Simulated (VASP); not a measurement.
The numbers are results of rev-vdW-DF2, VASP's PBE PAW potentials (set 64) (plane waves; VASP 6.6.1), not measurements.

Input for VASP

### KPOINTS
```
kpoints
0
gamma
  8 8 8
```

### INCAR
```
# general
SYSTEM    =  Li2O
PREC      =  Accurate
ENCUT     =  520   # plane-wave cut-off (eV)
LREAL     =  .FALSE.   # projection in real space or not
LASPH     =  .TRUE.

# electronic loop
EDIFF     =  1E-6   # SCF stop (eV)
NELM      =  100   # most electronic steps
ALGO      =  Normal   # blocked Davidson

# smearing
ISMEAR    =  0   # Gaussian
SIGMA     =  0.05   # width (eV)

# functional
GGA       =  MK
LUSE_VDW  =  .TRUE.
AGGAC     =  0.0
PARAM1    =  0.1234568
PARAM2    =  0.7114
ZAB_VDW   =  -1.8867

# ions
IBRION    =  2   # conjugate gradients
NSW       =  60   # most ionic steps
ISIF      =  3   # ions, shape and volume
EDIFFG    =  -0.02   # ionic stop

# output
LWAVE     =  .FALSE.
LCHARG    =  .FALSE.
```

POSCAR:
```
Li2O
1
    0.0000000000     2.2999668349     2.2999668349
    2.2999668349     0.0000000000     2.2999668349
    2.2999668349     2.2999668349     0.0000000000
Li O
2 1
Direct
  0.2500000000   0.2500000000   0.2500000000
  0.7500000000   0.7500000000   0.7500000000
  1.0000000000   0.0000000000   0.0000000000
```

POTCAR, in this order: Li_sv O (PBE.64 set). Program: vasp_std.

Task: Predict the energy per atom (σ→0), band gap (on the k-mesh).

Result: 
The energy per atom (σ→0) is -3.904 eV/atom and the band gap (on the k-mesh) is 5.05 eV.

File OSZICAR:
```
...
DAV:   6    -0.117521647873E+02    0.17784E+01   -0.98460E+00   582   0.200E+01    0.287E+00
DAV:   7    -0.117185877297E+02    0.33577E-01   -0.23970E-01   660   0.421E+00    0.147E+00
DAV:   8    -0.117130656049E+02    0.55221E-02   -0.64393E-02   688   0.306E+00    0.356E-01
DAV:   9    -0.117120253233E+02    0.10403E-02   -0.77451E-03   768   0.812E-01    0.111E-01
DAV:  10    -0.117125084538E+02   -0.48313E-03   -0.84279E-04   632   0.250E-01    0.700E-02
DAV:  11    -0.117124610537E+02    0.47400E-04   -0.82583E-05   686   0.116E-01    0.135E-02
DAV:  12    -0.117124615215E+02   -0.46773E-06   -0.77799E-06   702   0.300E-02
   1 F= -.11712462E+02 E0= -.11712462E+02  d E =-.117125E+02
```

The compound is Li2O in the antifluorite structure. It was relaxed first.
